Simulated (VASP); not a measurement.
These are revTPSS meta-GGA, VASP's PBE PAW potentials (set 64) (plane waves; VASP) values and carry that method's errors.

The input files of a VASP run:

KPOINTS_OPT:
```
k-points along high-symmetry lines
6
Line-mode
Reciprocal
  0.000000   0.000000   0.000000 ! GAMMA
 -0.000000   0.500000   0.000000 ! M

 -0.000000   0.500000   0.000000 ! M
 -0.333333   0.666667   0.000000 ! K

 -0.333333   0.666667   0.000000 ! K
  0.000000   0.000000   0.000000 ! GAMMA

  0.000000   0.000000   0.000000 ! GAMMA
  0.000000   0.000000   0.500000 ! A

  0.000000   0.000000   0.500000 ! A
 -0.000000   0.500000   0.500000 ! L

 -0.000000   0.500000   0.500000 ! L
 -0.333333   0.666667   0.500000 ! H

 -0.333333   0.666667   0.500000 ! H
  0.000000   0.000000   0.500000 ! A

 -0.000000   0.500000   0.500000 ! L
 -0.000000   0.500000   0.000000 ! M

 -0.333333   0.666667   0.500000 ! H
 -0.333333   0.666667   0.000000 ! K
```

File KPOINTS:
```
Automatic mesh
0
Gamma
19 19 10
0 0 0
```

**POSCAR**
```
Co
2.4584720
  0.5000000319  -0.8660255485   0.0000000000
  0.5000000319   0.8660255485   0.0000000000
  0.0000000000   0.0000000000   1.6183943556
Co
2
direct
  0.3333330000   0.6666670000   0.2500000000
  0.6666670000   0.3333330000   0.7500000000
```

INCAR:
```
# general
SYSTEM  = Co
PREC    = Accurate
ENCUT   = 520
LREAL   = .FALSE.
LASPH   = .TRUE.

# electronic loop
EDIFF   = 1E-7
NELM    = 100
ALGO    = Normal
LMAXMIX = 4
LMIXTAU = .TRUE.

# smearing
ISMEAR  = -5

# functional
METAGGA = RTPSS

# spin
ISPIN   = 2
MAGMOM  = 2*1.6

# ions
ISIF    = 2

# output
LWAVE   = .FALSE.
LCHARG  = .FALSE.
LORBIT  = 11
NEDOS   = 601
```

POTCAR, in this order: Co (PBE.64 set). Program: vasp_std.

What VASP printed:

OSZICAR:
```
       N       E                     dE             d eps       ncg     rms          rms(c)
DAV:   1     0.119971619855E+03    0.11997E+03   -0.12811E+04 14512   0.258E+03
DAV:   2     0.106650071410E+02   -0.10931E+03   -0.10155E+03 15072   0.321E+02
DAV:   3     0.509951796352E+01   -0.55655E+01   -0.54364E+01 18166   0.103E+02
DAV:   4     0.500445797887E+01   -0.95060E-01   -0.95031E-01 21510   0.140E+01
DAV:   5     0.500105635783E+01   -0.34016E-02   -0.34014E-02 21345   0.199E+00    0.158E+01
DAV:   6    -0.112770376023E+04   -0.11327E+04   -0.14341E+04 14660   0.492E+04    0.743E+00
DAV:   7    -0.768538413449E+01    0.11200E+04   -0.14683E+02 16451   0.486E+01    0.396E+00
DAV:   8    -0.792405692504E+01   -0.23867E+00   -0.91276E-01 18019   0.163E+01    0.191E+00
DAV:   9    -0.791292753886E+01    0.11129E-01   -0.69847E-02 19515   0.177E+00    0.732E-01
DAV:  10    -0.792256686006E+01   -0.96393E-02   -0.22176E-02 17695   0.307E+00    0.366E-01
DAV:  11    -0.792259223013E+01   -0.25370E-04   -0.91431E-03 16633   0.196E+00    0.298E-01
DAV:  12    -0.792194986336E+01    0.64237E-03   -0.51919E-04 19715   0.412E-01    0.113E-01
DAV:  13    -0.792201536155E+01   -0.65498E-04   -0.16085E-04 20393   0.214E-01    0.394E-02
DAV:  14    -0.792201930914E+01   -0.39476E-05   -0.23487E-05 19555   0.887E-02    0.140E-02
DAV:  15    -0.792201638233E+01    0.29268E-05   -0.36353E-06 20393   0.284E-02    0.383E-03
DAV:  16    -0.792201316981E+01    0.32125E-05   -0.69311E-07 16690   0.160E-02    0.142E-03
DAV:  17    -0.792201254836E+01    0.62145E-06   -0.15118E-08  8054   0.197E-03    0.286E-04
DAV:  18    -0.792201256158E+01   -0.13222E-07   -0.74667E-09  7872   0.165E-03
   1 F= -.79220126E+01 E0= -.79220126E+01  d E =0.000000E+00  mag=     3.2212
       N       E                     dE             ncg
```

### OUTCAR
```
------------------------ aborting loop because EDIFF is reached ----------------------------------------
  FORCE on cell =-STRESS in cart. coord.  units (eV):
  Direction    XX          YY          ZZ          XY          YZ          ZX
  --------------------------------------------------------------------------------------
  Total       -0.0420086     -0.0420086     -0.0939185     -0.0000000      0.0000000      0.0000000
  in kB       -3.2317533     -3.2317540     -7.2252147     -0.0000000      0.0000000      0.0000000
  external PRESSURE =      -4.5629073 kB  Pullay stress =       0.0000000 kB
  volume of cell :       20.83
      direct lattice vectors                 reciprocal lattice vectors
     1.229236078 -2.129099562  0.000000000     0.406756691 -0.234841061  0.000000000
     1.229236078  2.129099562  0.000000000     0.406756691  0.234841061  0.000000000
     0.000000000  0.000000000  3.978777208     0.000000000  0.000000000  0.251333500
 POSITION                                       TOTAL-FORCE (eV/Angst)
 -----------------------------------------------------------------------------------
      1.22924      0.70970      0.99469        -0.000000     -0.000000      0.000000
      1.22924     -0.70970      2.98408         0.000000      0.000000      0.000000
 -----------------------------------------------------------------------------------
    total drift:                                0.000022     -0.000004     -0.000028
  FREE ENERGIE OF THE ION-ELECTRON SYSTEM (eV)
  ---------------------------------------------------
  free  energy   TOTEN  =        -7.9220125616 eV

  energy  without entropy=       -7.9220125616  energy(sigma->0) =       -7.92201256

 total charge

# of ion       s       p       d       tot
------------------------------------------
    1        0.512   0.568   7.251   8.332
    2        0.512   0.568   7.251   8.332
--------------------------------------------------
tot          1.024   1.137  14.503  16.663

 magnetization (x)

# of ion       s       p       d       tot
------------------------------------------
    1       -0.024  -0.065   1.693   1.604
    2       -0.024  -0.065   1.693   1.604
--------------------------------------------------
tot         -0.048  -0.130   3.385   3.207
```
(Selected blocks of OUTCAR.)

For a metal the tetrahedron method with Blöchl corrections gives inexact stress and forces.

The compound is Co in the hcp structure. It was relaxed first, which changed the volume by -6 %.
